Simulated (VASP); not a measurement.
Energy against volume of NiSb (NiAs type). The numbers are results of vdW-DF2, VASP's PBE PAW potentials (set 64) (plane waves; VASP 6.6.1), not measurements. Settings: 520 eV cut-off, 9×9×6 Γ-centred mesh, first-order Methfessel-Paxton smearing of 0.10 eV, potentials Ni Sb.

Shape and ions are relaxed at each volume.

```
V (Å³/atom)  E (eV/atom)
-----------  -----------
18.596          -2.04817
19.189          -2.06288
19.783          -2.06762
20.376          -2.06366
```

Problem. Fit these four points and predict the energy of the run at 20.970 Å³/atom.

Solution. A cubic in V^(−2/3), the third-order Birch-Murnaghan form, passes through the four points with V0 = 19.80 Å³/atom and B0 = 78 GPa, and gives -2.0521 eV/atom there. The run gave -2.0522 eV/atom, -0.1 meV/atom from the fit; all five points give B0 = 78 GPa.

The compound is NiSb in the NiAs type structure. It was relaxed first, which changed the volume by +15 %. The run is not spin-polarised, so no magnetic state was tried.
